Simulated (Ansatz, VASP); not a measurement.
## Te (Tellurium) in two plane-wave programs

Aim: how closely do two programs agree when they are given the same cell, functional and k mesh? The cell is taken from a series of VASP runs on this material, whose earlier steps may have relaxed, scaled or displaced it; both programs get it as it stands.

Method: plane waves, with VASP 6.6.1 beside it; single point at PBEsol, band structure at PBEsol and band structure at PBEsol, spin-orbit coupling, in Ansatz 0.2.0.

## 1. Set-up

It takes space group P3_121 (No. 152, trigonal). The conventional cell has a = 4.325 Å, b = 4.325 Å, c = 5.965 Å, α = 90.00°, β = 90.00°, γ = 120.00°. Nearest to Te lie 2 Te at 2.90 Å.

## 2. Ansatz: single point, PBEsol

Ansatz runs on its default PAW (the set named soft_2) files.

A single point gives forces, pressure and levels at one fixed geometry, so differences don't come from the geometry; what else differs is listed under the comparison.

input.yaml reads:

```yaml
crystal:
  lattice:
    - [4.325347106, 0.0, 0.0]
    - [-2.162673553, 3.7458604741, 0.0]
    - [0.0, 0.0, 5.9653417255]
  atoms:
    - { symbol: Te, position: [0.2817790057, 0.0, 0.3333333333] }
    - { symbol: Te, position: [0.0, 0.2817790057, 0.6666666667] }
    - { symbol: Te, position: [0.7182209943, 0.7182209943, 0.0] }
hamiltonian:
  xc: pbesol
  pseudopotentials: { kind: paw }
kpoints:
  mp_grid: { grid: [5, 5, 4] }
scf:
  occupations: { method: gaussian, width: 0.05 }
  n_extra_bands: 4
output:
  forces: true
  stress: true
  eigenvalues: true
  write_density: true
  write_potential: true
  elf: true
  volumetric_format: npy
```

Command:

```sh
$ ansatz run input.yaml --threads 2 --pin off --max-ram 4608MiB --backend cpu --events-out ev --progress --plain --runs-dir out
```

Numbers of over 12 decimals in the logs are rounded to 6 here.

Log:

```text
scf.n_extra_bands = 4 over 24 filled bands (N_el = 48.0): the run solves 28 bands
Engine: ansatz 0.2.0, aarch64-unknown-linux-gnu
Pseudopotentials: kind: paw
Pseudopotential: Te, paw, valence charge 16, recommended cutoff 420 eV (normal), Te.paw.azcp
Functional definition: PBEsol
  exchange = pbesol_x
  correlation = pbesol_c
Crystal: 3 atoms, lattice volume = 96.651 Å³
Basis set: ecut = 420 eV, 1897 PW (Γ), exchange–correlation on 60×60×80 points (8 copies of the dense FFT grid, shifted against one another)
Bands: 28, of which v1, the nominal top of the filled ones, is band 24 counted from 1 (23 counted from 0)
Symmetry: 6 space group operations
Space group: P3121 (ITA 152), of the structure as read, at distance tolerance 4.6e-5 Å
k-points: 17 of 100 (time reversal used)
Non-local potential: Te, projectors of the file, l = 0: 2, l = 1: 2, l = 2: 2, l = 3: 2
PAW form: soft (Blöchl's): semilocal exchange-correlation on the pseudo side does not see the compensation charge
PAW frozen core: Te, regenerated for the run's functional, and the local potential with it (the file was generated under x = pbe(κ = 0.804, μ = 0.219515), c = pbe(β = 0.066725))
PAW one-centre angular grid: Te, 590 points (default); XC on 64 Gauss nodes
Initial density: superposition of atomic densities (neutral atoms: chi_scale 0, normalization atom), corrected by the library's trained network
Initial wavefunctions: pseudopotential atomic-orbital guess
Functional: x = pbesol(κ = 0.804, μ = 0.123457), c = pbesol(β = 0.046)
SCF iter   1: F=—  HF=-20704.527970 eV  |F-HF|=—  |Δ(HF+E_count)|=         —  Δρ=2.05e-3  dr2=2.58e-3  ethr=1.77e-3  ⟨swp⟩=7.1  Hψ=2133  notcnv=0
preconditioner: auto → Resta (q_TF=auto, 2.428 Å⁻¹)  ε∞=5.0  [insulator: Δε(μ)=0.458 eV  Ē_g=8.031 eV  σ=0.050 eV  W_gap=1.00  n_scr=22 (ndim 8)  ℏωp=16.0 eV  f_vac=0.017  D(μ)=0.00/eV (n_scr^D=0)  ε∞_Penn≈5.0]
SCF iter   2: F=—  HF=-20704.524493 eV  |F-HF|=—  |Δ(HF+E_count)|=   3.48e-3  Δρ=1.14e-3  dr2=7.88e-4  ethr=5.38e-6  ⟨swp⟩=2.4  Hψ=844  notcnv=0
SCF iter   3: F=—  HF=-20704.524588 eV  |F-HF|=—  |Δ(HF+E_count)|=   9.52e-5  Δρ=2.60e-4  dr2=6.16e-5  ethr=1.64e-6  ⟨swp⟩=2.0  Hψ=884  notcnv=0
SCF iter   4: F=—  HF=-20704.524572 eV  |F-HF|=—  |Δ(HF+E_count)|=   1.64e-5  Δρ=1.20e-4  dr2=1.81e-5  ethr=1.28e-7  ⟨swp⟩=2.0  Hψ=883  notcnv=0
SCF iter   5: F=—  HF=-20704.524580 eV  |F-HF|=—  |Δ(HF+E_count)|=   8.39e-6  Δρ=4.88e-5  dr2=2.76e-6  ethr=3.78e-8  ⟨swp⟩=1.9  Hψ=534  notcnv=0
SCF iter   6: F=—  HF=-20704.524581 eV  |F-HF|=—  |Δ(HF+E_count)|=   1.38e-6  Δρ=1.06e-5  dr2=1.28e-7  ethr=5.74e-9  ⟨swp⟩=2.0  Hψ=626  notcnv=0
SCF iter   7: F=-20704.524581 eV  HF=-20704.524581 eV  |F-HF|=1.98e-9  |Δ(HF+E_count)|=   6.57e-8  Δρ=2.42e-6  dr2=4.55e-9  ethr=2.08e-10  ⟨swp⟩=10.2  Hψ=3288  notcnv=0
SCF 1 converged in 7 iterations: F = -20704.524581 eV  dr2 = 4.55e-9
  greatest PAW one-centre occupation: 0.998 electrons in one spin orbital (limit 2), on the Te atom at site 2 (counted from 0), in its partial waves of l = 2
SCF converged after 7 iterations
Free energy (F): -20704.524581 eV
Harris-Foulkes:  -20704.524581 eV  (|F-HF|=1.98e-9)
Internal energy: -20704.524581 eV  (E = F + TS)
E sigma→0 (E₀):  -20704.524581 eV
Fermi energy:    9.516160 eV
--- Per-component energies (eV) ---
  E_band       = -769.245388
  E_kinetic    = 541.991403
  E_local      = -3649.101254  (includes V_loc(G=0)·N_el)
  E_nonlocal   = -924.179062
  E_hartree    = 2356.674499
  E_xc         = -370.261677
  E_vxc        = -312.562053  (∫ρ·V_xc dr)
  E_paw        = -13752.892524  (= ΣΔE_a)
  E_vpaw       = -1138.747476  (= ΣTr[D̂ρ^β])
  E_aug_tail   = -0.000610  (compensation charges beyond the density's cutoff)
  E_ewald      = -4907.879801
  E_core_change = 1.124446  (= ΣΔE_core)
  E_smearing   = -0.000000  (= −TS)
  E_closure    = 0.000000  (closes the sum)
  Σ components = -20704.524581   (vs F -20704.524581, Δ=0.00e0)
--- Forces (eV/Å), atoms counted from 1 ---
  atom   1  Te    -0.02167509     0.00000000     0.00000000
  atom   2  Te     0.01083755    -0.01877118    -0.00000000
  atom   3  Te     0.01083755     0.01877118     0.00000000
  max |Σ_I F_I| component: 4.63e-18 eV/Å
--- Stress (GPa, compression-positive) ---
       -0.046791       0.000000      -0.000000
        0.000000      -0.046791       0.000000
        0.000000       0.000000      -0.101655
  P = ⅓ Tr σ = -0.0651 GPa (-0.651 kbar)
--- Band table (eV; the first three rows and the last of 17) ---
  k-point 0: bands = [... 20 lower, 6.8298, 7.6999, 7.6999, 8.3781, 10.4477, 10.4477, 11.1315, 14.2841]
  k-point 1: bands = [... 20 lower, 6.9704, 7.9269, 8.1423, 8.4611, 10.0310, 10.0901, 10.5580, 13.4856]
  k-point 2: bands = [... 20 lower, 6.8034, 8.1766, 8.5863, 8.5863, 9.7403, 9.7958, 9.7958, 13.1376]
  k-point 16: bands = [... 20 lower, 4.6424, 8.1215, 8.3350, 9.2824, 9.9129, 10.7472, 11.1671, 14.4167]
```

Run time: 5.4 s. Hardware: 2 threads of Arm Neoverse N1, shared host; peak memory 0.32 GiB; 10 s of CPU time.

The run ends at a pressure of -0.07 GPa, with forces up to 0.022 eV/Å.

## 3. VASP: single point, PBEsol

The same cell, functional, mesh and smearing now go to VASP, with its own data sets and cutoff.

Lines of VASP's logs that name or quote its potential files are left out, and so is its time.

INCAR reads:

```
SYSTEM = Te
PREC = Accurate
ENCUT = 400
EDIFF = 1E-06
NELM = 100
ISMEAR = 0
SIGMA = 0.05
LREAL = .FALSE.
ALGO = Normal
GGA = PS
NBANDS = 15
LORBIT = 11
LWAVE = .FALSE.
LCHARG = .TRUE.
ISIF = 2
LELF = .TRUE.
LVHAR = .TRUE.
```

POSCAR reads:

```
Te
1.0
    4.3253471060      0.0000000000      0.0000000000
   -2.1626735530      3.7458604741      0.0000000000
    0.0000000000      0.0000000000      5.9653417255
Te
3
Direct
    0.2817790057      0.0000000000      0.3333333333
    0.0000000000      0.2817790057      0.6666666667
    0.7182209943      0.7182209943      0.0000000000
```

KPOINTS reads:

```
Automatic mesh
0
Gamma
5 5 4
0 0 0
```

PAW data sets: Te (PBE family, release 64).

Command:

```sh
$ mpirun -np 2 vasp_std
```

Log:

```text
[banner, memory and clock lines left out]
running    2 mpi-ranks, on    1 nodes
 distrk:  each k-point on    2 cores,    1 groups
 distr:  one band on    1 cores,    2 groups

 POSCAR found type information on POSCAR Te
 POSCAR found :  1 types and       3 ions
|                                                                             |
|               ----> ADVICE to this user running VASP <----                  |
|                                                                             |
|     You enforced a specific xc type in the INCAR file but a different       |
|     [... a line on the potential file left out ...]
|     I HOPE YOU KNOW WHAT YOU ARE DOING!                                     |
|                                                                             |

 LDA part: xc-table for (Slater+PW92), standard interpolation
|                                                                             |
|           W    W    AA    RRRRR   N    N  II  N    N   GGGG   !!!           |
|           W    W   A  A   R    R  NN   N  II  NN   N  G    G  !!!           |
|           W    W  A    A  R    R  N N  N  II  N N  N  G       !!!           |
|           W WW W  AAAAAA  RRRRR   N  N N  II  N  N N  G  GGG   !            |
|           WW  WW  A    A  R   R   N   NN  II  N   NN  G    G                |
|           W    W  A    A  R    R  N    N  II  N    N   GGGG   !!!           |
|                                                                             |
|     The number of bands has been changed from the values supplied in        |
|     The orbitals not found in the WAVECAR file will be initialized with     |
|     random numbers, which is usually adequate. For correlated               |
|     calculations, however, you should redo the groundstate calculation.     |
|     I found NBANDS = 15. Now, NBANDS = 16.                                  |
|                                                                             |

 POSCAR, INCAR and KPOINTS ok, starting setup
 FFT: planning ... GRIDC
 FFT: planning ... GRID_SOFT
 FFT: planning ... GRID
 WAVECAR not read
 entering main loop
       N       E                     dE             d eps       ncg     rms          rms(c)
DAV:   1     0.626246619988E+02    0.62625E+02   -0.55687E+03   544   0.729E+02
DAV:   2    -0.661519064873E+01   -0.69240E+02   -0.65828E+02   712   0.127E+02
DAV:   3    -0.105248509951E+02   -0.39097E+01   -0.38954E+01   672   0.331E+01
DAV:   4    -0.105921953577E+02   -0.67344E-01   -0.67340E-01   840   0.514E+00
DAV:   5    -0.105928660828E+02   -0.67073E-03   -0.67072E-03   728   0.426E-01    0.135E+01
DAV:   6    -0.105709524311E+02    0.21914E-01   -0.12915E-02   720   0.659E-01    0.839E+00
DAV:   7    -0.105636909236E+02    0.72615E-02   -0.28164E-02   624   0.951E-01    0.252E-01
DAV:   8    -0.105632029247E+02    0.48800E-03   -0.47583E-03   616   0.378E-01    0.128E-01
DAV:   9    -0.105632178278E+02   -0.14903E-04   -0.12621E-04   776   0.743E-02    0.838E-02
DAV:  10    -0.105632179720E+02   -0.14411E-06   -0.14254E-05   696   0.229E-02    0.125E-02
DAV:  11    -0.105632158801E+02    0.20919E-05   -0.51806E-06   672   0.130E-02    0.465E-03
DAV:  12    -0.105632159719E+02   -0.91807E-07   -0.46150E-07   392   0.407E-03
   1 F= -.10563216E+02 E0= -.10563216E+02  d E =-.843340E-11
```

OUTCAR, selected parts (step 3):

```text
ion  position               nearest neighbor table
   1  0.282  0.000  0.333-   3 2.90   2 2.90   3 3.36   3 3.36   2 3.36   2 3.36
   2  0.000  0.282  0.667-   3 2.90   1 2.90   3 3.36   3 3.36   1 3.36   1 3.36
   3  0.718  0.718  0.000-   1 2.90   2 2.90   1 3.36   2 3.36   2 3.36   1 3.36

  LATTYP: Found a hexagonal cell.
 ALAT       =     4.3253471060
 C/A-ratio  =     1.3791590777

 Subroutine GETGRP returns: Found  6 space group operations
 (whereof  2 operations were pure point group operations)

The static configuration has the point symmetry C_2 .
 The point group associated with its full space group is D_3 .

 Found     17 irreducible k-points:

   k-points           NKPTS =     17   k-points in BZ     NKDIM =     17   number of bands    NBANDS=     16

   dimension x,y,z NGX =    28 NGY =   28 NGZ =   40
   dimension x,y,z NGXF=    56 NGYF=   56 NGZF=   80

   ENCUT  =  400.0 eV  29.40 Ry    5.42 a.u.   7.05  7.05  9.73*2*pi/ulx,y,z

   NELECT =      18.0000    total number of electrons

 k-points in reciprocal lattice and weights: Automatic mesh
   0.00000000  0.00000000  0.00000000       0.010
   0.20000000 -0.00000000  0.00000000       0.060
   0.40000000 -0.00000000  0.00000000       0.060
   0.20000000  0.20000000  0.00000000       0.060
   0.40000000  0.20000000  0.00000000       0.060
   0.00000000  0.00000000  0.25000000       0.020
   0.20000000 -0.00000000  0.25000000       0.060
   0.00000000  0.20000000  0.25000000       0.060
   0.40000000 -0.00000000  0.25000000       0.060
[...]
0.20000000  0.20000000  0.50000000       0.060
   0.40000000  0.20000000  0.50000000       0.060

 average (electrostatic) potential at core
       1 -88.3193       2 -88.3193       3 -88.3193

 E-fermi :   6.5486

 k-point     1 :       0.0000    0.0000    0.0000
  band No.  band energies     occupation
    ...
      5       3.8737      2.00000
      6       3.8737      2.00000
      7       4.7379      2.00000
      8       4.7379      2.00000
      9       5.4227      2.00000
     10       7.4819      0.00000
     11       7.4819      0.00000
     12       8.1714      0.00000
     13      11.2863      0.00000
     14      11.2863      0.00000
    ...

 k-point     2 :       0.2000   -0.0000    0.0000
  band No.  band energies     occupation
    ...
      5       2.7306      2.00000
      6       3.1869      2.00000
      7       5.3787      2.00000
      8       5.5319      2.00000
      9       5.6982      2.00000
     10       7.2159      0.00000
     11       7.4041      0.00000
     12       7.8959      0.00000
     13      10.2587      0.00000
     14      11.4783      0.00000
    ...

 k-point     3 :       0.4000   -0.0000    0.0000
  band No.  band energies     occupation
    ...
      5       1.8512      2.00000
      6       2.5750      2.00000
      7       3.2045      2.00000
      8       5.6527      2.00000
      9       5.7548      2.00000
     10       7.0724      0.00000
     11       7.1878      0.00000
     12       9.1032      0.00000
     13       9.8801      0.00000
     14      13.3033      0.00000
    ...

  Total       -0.0024946     -0.0024946      0.0048165      0.0000000      0.0000000      0.0000000
  in kB       -0.0413526     -0.0413526      0.0798420      0.0000000      0.0000000      0.0000000
  external PRESSURE =      -0.0009544 kB  Pullay stress =       0.0000000 kB

  energy-cutoff  :      400.00
  volume of cell :       96.65
      direct lattice vectors                 reciprocal lattice vectors
     4.325347106  0.000000000  0.000000000     0.231195318  0.133480679  0.000000000
    -2.162673553  3.745860474  0.000000000     0.000000000  0.266961358  0.000000000
     0.000000000  0.000000000  5.965341726     0.000000000  0.000000000  0.167634990

 POSITION                                       TOTAL-FORCE (eV/Angst)
 -----------------------------------------------------------------------------------
      1.21879      0.00000      1.98845         0.002059      0.000000     -0.000000
     -0.60940      1.05550      3.97689        -0.001030      0.001783      0.000000
      1.55328      2.69036      0.00000        -0.001030     -0.001783      0.000000
 -----------------------------------------------------------------------------------
    total drift:                               -0.000000     -0.000000      0.000000

  FREE ENERGIE OF THE ION-ELECTRON SYSTEM (eV)
  ---------------------------------------------------
  free  energy   TOTEN  =       -10.5632159719 eV

  energy  without entropy=      -10.5632159719  energy(sigma->0) =      -10.56321597

 total charge
# of ion       s       p       d       tot
------------------------------------------
    1        1.438   1.800   0.046   3.285
    2        1.438   1.800   0.046   3.285
    3        1.438   1.800   0.046   3.285
--------------------------------------------------
tot          4.314   5.401   0.139   9.854

[... 3 further parts left out ...]
```

The run ends at a pressure of 0.00 GPa, with forces up to 0.0021 eV/Å.

## 4. Differences

Known differences besides the potentials themselves: the data sets hold 48 valence electrons in Ansatz (default PAW (the set named soft_2) files) and 18 in VASP; the cutoff is 420 eV in Ansatz and 400 eV in VASP; Ansatz makes its cores anew for this functional, VASP keeps those of its PBE data sets; VASP leaves aspherical gradient terms in its spheres out (LASPH is not set), Ansatz keeps them. Total energies have different zeros and are not compared.

Compared:

```
              quantity  Ansatz   VASP  difference
        pressure (GPa)   -0.07   0.00       -0.06
gap on the k mesh (eV)   0.458  0.449      +0.009
```

At this near-relaxed geometry the largest component of a force difference is 24 meV/Å. A gap on the mesh is an upper bound, since the band edges may lie between its points. Ansatz's pressure holds a Pulay correction of 0.03 GPa; VASP's holds none.

## 5. Other set-ups

Further runs change the set-up of one program: Ansatz's method, potentials or start, or VASP's data sets, cutoff or form of LDA. The table gives Ansatz less VASP for each quantity, since a change that brings one quantity closer may part another.

```csv
run,r.m.s. force difference (meV/Å),pressure (GPa),gap on the k mesh (eV)
as above,14,-0.065,0.0086
cores kept as stored,13,-0.055,0.0084
Ansatz's all-electron LAPW method,16,-0.053,0.012
Ansatz's larger PAW set (cutoff 430 eV),15,-0.061,0.011
norm-conserving potentials (cutoff 1120 eV),10,-0.11,0.0050
```

[end of part 1 of 2]

[Lines on the potential files, build, host, timing and source positions are cut from VASP's logs without a mark.]

[Logs are printed without paths, hosts, clocks, repeated set-up lines and the standing remarks that a program may print on its own settings, such as how far it seeks lower states.]

[Hosts, paths, dates, database ids (printed as entryN), source tags and the programs' standing remarks are cut or masked in the printed files.]
